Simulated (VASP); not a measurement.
These are PBE GGA, VASP's PBE PAW potentials (set 64) (plane waves; VASP) values and carry that method's errors.

VASP input:

INCAR:
```
! general
SYSTEM  =  P
PREC    =  Single
ENCUT   =  400
LREAL   =  .False.   ! projection in real space or not
LASPH   =  .True.   ! aspherical one-centre terms

! electronic loop
EDIFF   =  1E-6   ! SCF stop (eV)
NELM    =  100
ALGO    =  Normal   ! blocked Davidson

! smearing
ISMEAR  =  0   ! Gaussian
SIGMA   =  0.05   ! width (eV)

! functional
GGA     =  PE   ! PBE

! ions
ISIF    =  2

! output
LWAVE   =  .False.
LCHARG  =  .False.
```

### POSCAR
```
P
1
    1.6623170000    -5.1282310000     0.0000000000
    1.6623170000     5.1282310000     0.0000000000
    0.0000000000     0.0000000000     4.4100630000
P
4
Direct
  0.1017000000   0.8983000000   0.9194000000
  0.3983000000   0.6017000000   0.4194000000
  0.6017000000   0.3983000000   0.5806000000
  0.9054840000   0.1088840000   0.0806000000
```

**KPOINTS**
```
kpoints
0
Gamma
 6 6 5
```

POTCAR, in this order: P (PBE.64 set). Program: vasp_std.

What will the output report for the number of irreducible k-points (NKPTS), number of bands (NBANDS), largest plane-wave count, number of space-group operations, FFT grid (NGX, NGY, NGZ)?

The number of irreducible k-points (NKPTS) is 92, the number of bands (NBANDS) is 14 and the largest plane-wave count is 1394. The number of space-group operations is 1 and the FFT grid (NGX, NGY, NGZ) is 36 × 36 × 30.

The compound is P in the black structure. The cell was not relaxed at this level, atoms are displaced from their ideal sites. The k-mesh is coarse (spacing up to 0.33 per Å, 2π included), so the numbers may not be converged in it. The run is one of a series of settings (PREC = Single against the base run), some of them coarse on purpose.
